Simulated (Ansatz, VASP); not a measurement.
## Mg2C in VASP and in Ansatz

File POSCAR:

```
Mg2C
1.0
    0.0000000000      2.7109426181      2.7109426181
    2.7109426181      0.0000000000      2.7109426181
    2.7109426181      2.7109426181      0.0000000000
C Mg
1 2
Direct
    0.0000000000      0.0000000000      0.0000000000
    0.2500000000      0.2500000000      0.2500000000
    0.7500000000      0.7500000000      0.7500000000
```

Contents of INCAR.step1:

```
PREC = Accurate
ENCUT = 520
ISMEAR = 0
SIGMA = 0.01
LREAL = F
LASPH = T
NELM = 100
NBANDS = 11
GGA = PE
ALGO = Normal
EDIFF = 1E-4
LWAVE = T
LCHARG = F
```

The input INCAR.step2:

```
PREC = Accurate
ENCUT = 520
EDIFF = 1E-6
ISMEAR = 0
SIGMA = 0.01
LREAL = F
LASPH = T
NELM = 100
ALGO = Normal
ISIF = 2
LWAVE = F
LCHARG = F
METAGGA = R2SCAN
LMIXTAU = T
NBANDS = 11
ISTART = 1
```

File KPOINTS:

```
regular mesh
0
Gamma
  6 6 6
```

Input for Ansatz:

```yaml
crystal:
  lattice:
    - [0.0, 2.7109426181, 2.7109426181]
    - [2.7109426181, 0.0, 2.7109426181]
    - [2.7109426181, 2.7109426181, 0.0]
  atoms:
    - { symbol: C, position: [0.0, 0.0, 0.0] }
    - { symbol: Mg, position: [0.25, 0.25, 0.25] }
    - { symbol: Mg, position: [0.75, 0.75, 0.75] }
kpoints:
  mp_grid: { grid: [6, 6, 6] }
hamiltonian:
  xc: r2scan
scf:
  occupations: { method: fixed }
  n_extra_bands: 4
output:
  forces: true
  stress: true
  eigenvalues: true
basis:
  ecutwfc: 600
```

Alike in both runs: task single point; functional r2SCAN; k mesh 6 × 6 × 6; no spin polarisation.

|  | VASP | Ansatz |
| --- | --- | --- |
| version | VASP 6.6.1 | Ansatz 0.2.0 |
| potentials or method | VASP PAW PBE potentials, release 64 (C, Mg) | plane waves |
| plane-wave cutoff (eV) | 520 | 600 |
| occupations | gaussian, width 0.01 eV | fixed |
| valence electrons in the cell | 8 | 24 |

Ansatz gave:

```
gap on the k mesh at the Fermi level (eV) : 1.11
pressure (GPa)                            : 0.0
```

Q: What did VASP give for the same quantities?

A: gap on the k mesh at the Fermi level (eV): 1.11; pressure (GPa): -0.4.

The two sets of potentials don't hold the same shells in valence.

Caveats: the PAW data sets were made with another functional, which shifts forces and pressure a little (VASP). A k mesh can miss the band edges.
